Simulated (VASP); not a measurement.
The system is Al.

```xyz
1
Lattice="0.0000 2.0248 2.0248 2.0248 0.0000 2.0248 2.0248 2.0248 0.0000" Properties=species:S:1:pos:R:3 pbc="T T T"
Al    0.0000    0.0000    0.0000
```

```yaml
Program: VASP 6.6.1
Task: relaxation of cell and atoms
Functional: r2SCAN
Potentials_or_basis: VASP PAW PBE potentials, release 64 (Al)
Cutoff: 600 eV
k_mesh: 16 × 16 × 16
Occupations: methfessel-paxton, width 0.1 eV
Spin: no spin polarisation
```

At the start: pressure -3.8 GPa; volume 16.60 Å³/atom.

**Question.** Where does the relaxation end?

**Answer.** Over 3 steps the energy falls by 9.1 meV/atom and the volume is 15.86 Å³/atom (-4.5 %); space group Fm-3m (No. 225, to 0.05 Å).

Step by step:
| step | energy change (eV) | largest force (eV/Å) | pressure (GPa) | volume (Å³) |
| --- | --- | --- | --- | --- |
| 1 | 0.0000 | 0.0000 | -3.77 | 16.60 |
| 2 | -0.0085 | 0.0000 | 1.13 | 15.68 |
| 3 | -0.0091 | 0.0000 | 0.03 | 15.86 |

Final structure:
```xyz
1
Lattice="0.0000 1.9943 1.9943 1.9943 0.0000 1.9943 1.9943 1.9943 0.0000" Properties=species:S:1:pos:R:3 pbc="T T T"
Al    0.0000    0.0000    0.0000
```

Caveat: the PAW data sets were made with another functional, which shifts forces and pressure a little.
